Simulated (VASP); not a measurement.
```yaml
crystal:
  lattice:
    - [2.25140, -3.89954, 0.00000]
    - [2.25140, 3.89954, 0.00000]
    - [0.00000, 0.00000, 7.10387]
  atoms:
    - { symbol: Mg, position: [0.00000, 0.00000, 0.00000] }
    - { symbol: Mg, position: [0.33333, 0.66667, 0.63265] }
    - { symbol: Mg, position: [0.66667, 0.33333, 0.36735] }
    - { symbol: Sb, position: [0.33333, 0.66667, 0.22414] }
    - { symbol: Sb, position: [0.66667, 0.33333, 0.77586] }
```

Method: LDA (Ceperley-Alder, Perdew-Zunger), VASP's LDA PAW potentials (set 64) (plane waves; VASP 6.6.1). Numerical set-up: 520 eV cut-off, 6×6×4 Γ-centred mesh, tetrahedra with Blöchl corrections, potentials Mg Sb.

Unless said otherwise, spin-orbit coupling is left out, though it shifts the bands of the heavy elements here.

**Question.** Estimate the energy per atom (σ→0), band gap (on the k-mesh) with the smallest direct gap where there is one.

**Answer.** 
The band gap (on the k-mesh) is 0.14 eV and the smallest direct gap (on the k-mesh) comes out as 1.19 eV. The energy per atom (σ→0) comes out as -3.416 eV/atom.

Total energies compare only between runs with the same potentials, cut-off and functional.

The compound is Mg3Sb2 in the a-la2o3 structure. It was relaxed first.
